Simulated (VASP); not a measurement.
Given:

```
CELL_PARAMETERS angstrom
      3.40008     0.00000     0.00000
     -1.70004     2.94455     0.00000
      0.00000     0.00000    15.32128
ATOMIC_POSITIONS crystal
  Ce 0.66667 0.33333 0.50000
  O  0.33333 0.66667 0.42253
  O  0.33333 0.66667 0.57747
```

Computed with r2SCAN meta-GGA, VASP's PBE PAW potentials (set 64) (plane waves; VASP). Run with 520 eV cut-off, 8×8×1 Γ-centred mesh, tetrahedra with Blöchl corrections, potentials Ce O.

The cell holds a wide vacuum, so values per volume refer to the whole cell. The cores are frozen, which limits the accuracy of field gradients.

Problem. Give the principal components of the electric field gradient (V/Å²) and the asymmetry η at each nucleus.

Solution. 
```csv
atom,Vxx,Vyy,Vzz,η
Ce1,48.8,48.8,-97.6,0.00
O2,9.2,9.2,-18.4,0.00
O3,9.2,9.2,-18.4,0.00
```

The cell is a sheet with vacuum, built from a generated structure. The run is not spin-polarised, so no magnetic state was tried.
